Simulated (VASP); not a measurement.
Computed with r2SCAN+rVV10, VASP's PBE PAW potentials (set 64) (plane waves; VASP).

A VASP calculation is set up with these files.

### KPOINTS
```
Automatic mesh
0
G
8 8 5
```

**POSCAR**
```
PtS2
1
    1.7784426075    -3.0803530260     0.0000000000
    1.7784426075     3.0803530260     0.0000000000
    0.0000000000     0.0000000000     5.1218980264
Pt S
1 2
Direct
  0.0000000000   0.0000000000   0.0000000000
  0.3333330000   0.6666670000   0.2388789450
  0.6666670000   0.3333330000   0.7611210550
```

**INCAR**
```
! general
SYSTEM  =PtS2
PREC    =Accurate
ENCUT   =520
LREAL   =.FALSE.
LASPH   =.TRUE.

! electronic loop
EDIFF   =1E-7
NELM    =100
ALGO    =Normal
LMAXMIX =6
LMIXTAU =.TRUE.

! smearing
ISMEAR  =-5

! functional
METAGGA =R2SCAN
LUSE_VDW=.TRUE.
BPARAM  =11.95
CPARAM  =0.0093

! ions
ISIF    =2

! output
LWAVE   =.FALSE.
LCHARG  =.FALSE.
LORBIT  =11
NEDOS   =601

! other
LEFG    =.TRUE.
```

File KPOINTS_OPT:
```
k-points along high-symmetry lines
6
Line-mode
Reciprocal
  0.000000   0.000000   0.000000 ! GAMMA
  0.500000  -0.000000   0.000000 ! M

  0.500000  -0.000000   0.000000 ! M
  0.333333   0.333333   0.000000 ! K

  0.333333   0.333333   0.000000 ! K
  0.000000   0.000000   0.000000 ! GAMMA

  0.000000   0.000000   0.000000 ! GAMMA
  0.000000   0.000000   0.500000 ! A

  0.000000   0.000000   0.500000 ! A
  0.500000  -0.000000   0.500000 ! L

  0.500000  -0.000000   0.500000 ! L
  0.333333   0.333333   0.500000 ! H

  0.333333   0.333333   0.500000 ! H
  0.000000   0.000000   0.500000 ! A

  0.500000  -0.000000   0.500000 ! L
  0.500000  -0.000000   0.000000 ! M

  0.333333   0.333333   0.500000 ! H
  0.333333   0.333333   0.000000 ! K
```

POTCAR, in this order: Pt S (PBE.64 set). Program: vasp_std.

Output

File OSZICAR:
```
       N       E                     dE             d eps       ncg     rms          rms(c)
DAV:   1     0.651896082856E+02    0.65190E+02   -0.10862E+04  1216   0.135E+03
DAV:   2    -0.700157289018E+02   -0.13521E+03   -0.13267E+03  1543   0.255E+02
DAV:   3    -0.754518188627E+02   -0.54361E+01   -0.54094E+01  1515   0.557E+01
DAV:   4    -0.755134509941E+02   -0.61632E-01   -0.61611E-01  1529   0.639E+00
DAV:   5    -0.755144893913E+02   -0.10384E-02   -0.10384E-02  1592   0.809E-01    0.188E+01
DAV:   6    -0.694239711834E+02    0.60905E+01   -0.11416E+01  1249   0.357E+01    0.140E+01
DAV:   7    -0.683765226354E+02    0.10474E+01   -0.17482E+00  1256   0.151E+01    0.667E+00
DAV:   8    -0.684003300442E+02   -0.23807E-01   -0.21786E-01  1431   0.395E+00    0.167E+00
DAV:   9    -0.684050831959E+02   -0.47532E-02   -0.51545E-02  1319   0.281E+00    0.305E-01
DAV:  10    -0.684168403577E+02   -0.11757E-01   -0.15333E-02  1347   0.117E+00    0.228E-01
DAV:  11    -0.684120385675E+02    0.48018E-02   -0.49581E-03  1242   0.855E-01    0.226E-01
DAV:  12    -0.684171734561E+02   -0.51349E-02   -0.33191E-03  1207   0.690E-01    0.501E-02
DAV:  13    -0.684174490620E+02   -0.27561E-03   -0.39547E-04  1410   0.252E-01    0.245E-02
DAV:  14    -0.684174478380E+02    0.12240E-05   -0.77020E-05  1340   0.113E-01    0.132E-02
DAV:  15    -0.684175116083E+02   -0.63770E-04   -0.43152E-05  1291   0.733E-02    0.416E-03
DAV:  16    -0.684175086839E+02    0.29244E-05   -0.47702E-06  1515   0.271E-02    0.305E-03
DAV:  17    -0.684175110267E+02   -0.23428E-05   -0.55342E-07  1424   0.747E-03    0.908E-04
DAV:  18    -0.684175112840E+02   -0.25734E-06   -0.10238E-07   964   0.419E-03    0.704E-04
DAV:  19    -0.684175115945E+02   -0.31051E-06   -0.10323E-08   642   0.116E-03    0.543E-04
DAV:  20    -0.684175114147E+02    0.17987E-06   -0.31559E-09   607   0.630E-04    0.332E-04
DAV:  21    -0.684175115749E+02   -0.16023E-06   -0.14329E-09   621   0.429E-04    0.523E-05
DAV:  22    -0.684175114765E+02    0.98354E-07   -0.92807E-10   621   0.334E-04
   1 F= -.68417511E+02 E0= -.68417511E+02  d E =0.000000E+00
       N       E                     dE             ncg
       N       E                     dE             ncg
```

OUTCAR:
```
------------------------ aborting loop because EDIFF is reached ----------------------------------------
  FORCE on cell =-STRESS in cart. coord.  units (eV):
  Direction    XX          YY          ZZ          XY          YZ          ZX
  --------------------------------------------------------------------------------------
  Total       -0.0270808     -0.0270808      0.0200071      0.0000000      0.0000000      0.0000000
  in kB       -0.7731617     -0.7731617      0.5712081      0.0000000      0.0000000      0.0000000
  external PRESSURE =      -0.3250384 kB  Pullay stress =       0.0000000 kB
  volume of cell :       56.12
      direct lattice vectors                 reciprocal lattice vectors
     1.778442607 -3.080353026  0.000000000     0.281144861 -0.162319058  0.000000000
     1.778442607  3.080353026  0.000000000     0.281144861  0.162319058  0.000000000
     0.000000000  0.000000000  5.121898026     0.000000000  0.000000000  0.195240123
 POSITION                                       TOTAL-FORCE (eV/Angst)
 -----------------------------------------------------------------------------------
      0.00000      0.00000      0.00000         0.000000      0.000000      0.000000
      1.77844      1.02679      1.22351        -0.000000     -0.000000      0.016180
      1.77844     -1.02679      3.89838         0.000000      0.000000     -0.016180
 -----------------------------------------------------------------------------------
    total drift:                                0.000000      0.000000      0.000000
  FREE ENERGIE OF THE ION-ELECTRON SYSTEM (eV)
  ---------------------------------------------------
  free  energy   TOTEN  =       -68.4175114765 eV

  energy  without entropy=      -68.4175114765  energy(sigma->0) =      -68.41751148

 total charge

# of ion       s       p       d       tot
------------------------------------------
    1        0.687   0.781   7.952   9.420
    2        1.352   2.289   0.000   3.642
    3        1.352   2.289   0.000   3.642
--------------------------------------------------
tot          3.392   5.360   7.952  16.703

 Electric field gradients after diagonalization (V/A^2)
 (convention: |V_zz| > |V_xx| > |V_yy|)
----------------------------------------------------------------------
 ion       V_xx      V_yy      V_zz     asymmetry (V_yy - V_xx)/ V_zz
----------------------------------------------------------------------
   1     -71.281   -71.280   142.561       0.000
   2      29.083    29.082   -58.164       0.000
   3      29.083    29.082   -58.164       0.000
```
(Selected blocks of OUTCAR.)

**OUTCAR**
```
 val. band max:        6.1840455677   @ k =   0.0000   0.0000   0.0000

 cond. band min:       7.1170391624   @ k =   0.0000   0.2500   0.4000


 Fermi energy:         6.2264958865

 k-point     1 :       0.0000    0.0000    0.0000
  band No.  band energies     occupation
      1      -9.5810      2.00000
      2      -6.6617      2.00000
      3      -0.8544      2.00000
      4      -0.5183      2.00000
      5      -0.5183      2.00000
      6       2.2855      2.00000
      7       2.2855      2.00000
      8       4.1149      2.00000
      9       5.1050      2.00000
     10       5.1050      2.00000
     11       6.1840      2.00000
     12       8.4692      0.00000
     13       8.4692      0.00000
     14      11.3540      0.00000
     15      12.1442      0.00000

 k-point     2 :       0.1250    0.0000    0.0000
  band No.  band energies     occupation
      1      -9.3782      2.00000
      2      -6.7557      2.00000
      3      -0.6445      2.00000
      4      -0.3881      2.00000
      5      -0.3787      2.00000
      6       1.9847      2.00000
      7       2.1370      2.00000
      8       3.6713      2.00000
      9       4.9347      2.00000
     10       5.0933      2.00000
     11       6.0787      2.00000
     12       7.9822      0.00000
     13       8.3790      0.00000
     14      12.2661      0.00000
     15      12.8721      0.00000

 k-point     3 :       0.2500    0.0000    0.0000
  band No.  band energies     occupation
      1      -8.8236      2.00000
      2      -6.9790      2.00000
      3      -0.2659      2.00000
      4      -0.0869      2.00000
      5       0.1648      2.00000
      6       1.0064      2.00000
      7       1.9619      2.00000
      8       3.0842      2.00000
      9       4.5716      2.00000
     10       4.7330      2.00000
     11       5.2830      2.00000
     12       7.9036      0.00000
     13       8.4596      0.00000
     14      12.2313      0.00000
     15      14.1200      0.00000
...
```

Unless said otherwise, spin-orbit coupling is left out, though it shifts the bands of the heavy elements here.

The compound is PtS2 in the 1T layered structure. It was relaxed first.
